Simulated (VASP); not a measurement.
An input for Quantum ESPRESSO's pw.x (written as the equivalent of a VASP run, and not itself run):

```
&CONTROL
  calculation = 'vc-relax'
  pseudo_dir = './pseudo'
  outdir = './out'
  tprnfor = .true.
  tstress = .true.
  nstep = 40
  forc_conv_thr = 0.00078
/
&SYSTEM
  ibrav = 0
  nat = 2
  ntyp = 2
  ecutwfc = 92
  occupations = 'smearing'
  smearing = 'methfessel-paxton'
  degauss = 0.00735
  input_dft = 'pbesol'
/
&ELECTRONS
  conv_thr = 7.3e-08
  electron_maxstep = 100
/
&IONS
/
&CELL
  press = 200
/
ATOMIC_SPECIES
  Cu 63.546 Cu.upf
  F 18.998 F.upf
CELL_PARAMETERS angstrom
     2.6636895    0.0000000    0.0000000
     0.0000000    2.6636895    0.0000000
     0.0000000    0.0000000    2.6636895
ATOMIC_POSITIONS crystal
  Cu   0.0000000  0.0000000  0.0000000
  F    0.5000000  0.5000000  0.5000000
K_POINTS automatic
  14 14 14 0 0 0
```

Write the VASP files for the same calculation (PBEsol).

One answer among several that fit: 
POSCAR:
```
CuF
1
    2.6636894870     0.0000000000     0.0000000000
    0.0000000000     2.6636894870     0.0000000000
    0.0000000000     0.0000000000     2.6636894870
Cu F
1 1
Direct
  0.0000000000   0.0000000000   0.0000000000
  0.5000000000   0.5000000000   0.5000000000
```

File KPOINTS:
```
Automatic mesh
0
Gamma
14 14 14
0 0 0
```

### INCAR
```
SYSTEM = CuF
PREC = Accurate
ENCUT = 620
EDIFF = 1E-6
NELM = 100
ALGO = Normal
LREAL = .FALSE.
LASPH = .TRUE.
ISMEAR = 1
SIGMA = 0.1
GGA = PS
LMAXMIX = 4
LWAVE = .FALSE.
LCHARG = .FALSE.
IBRION = 2
ISIF = 3
NSW = 40
EDIFFG = -0.02
PSTRESS = 200
```

POTCAR, in this order: Cu F (PBE.64 set). Program: vasp_std.

Limits of the translation: the potentials are each code's own (VASP's PAW set, PseudoDojo norm-conserving files in pw.x), so ENCUT and ecutwfc are chosen apart and not converted; conv_thr bounds pw.x's estimated SCF error, while EDIFF bounds the energy change between steps; forc_conv_thr acts on force components and is met together with etot_conv_thr.

The structure was generated: CuF was put into the CsCl type type (Pm-3m), which need not be its known phase. This run relaxes it under an external pressure of 20 GPa. Symmetry was kept, so distortions that lower it aren't found.
